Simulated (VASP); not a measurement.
Data:

```xyz
4
Lattice="3.1797 0.0000 0.0000 -1.5898 2.7537 0.0000 0.0000 0.0000 5.1853" Properties=species:S:1:pos:R:3 pbc="T T T"
Ga     0.0000     1.8358     5.1820
Ga     1.5898     0.9179     2.5893
N      0.0000     1.8358     1.9478
N      1.5898     0.9179     4.5405
```

Level of theory: PBEsol GGA, VASP's PBE PAW potentials (set 64) (plane waves; VASP). Numerical set-up: 620 eV cut-off, 8×8×5 Γ-centred mesh, Gaussian smearing of 0.050 eV, potentials Ga_d N.

Task: Estimate the energy per atom (σ→0).

Result: 
| Item | Value |
|---|---|
| energy per atom (σ→0) | -6.568 eV/atom |

Only differences to runs with the same potentials and settings are physical.

The structure was generated: GaN was put into the wurtzite type (P6_3mc), which need not be its known phase. It was relaxed first.
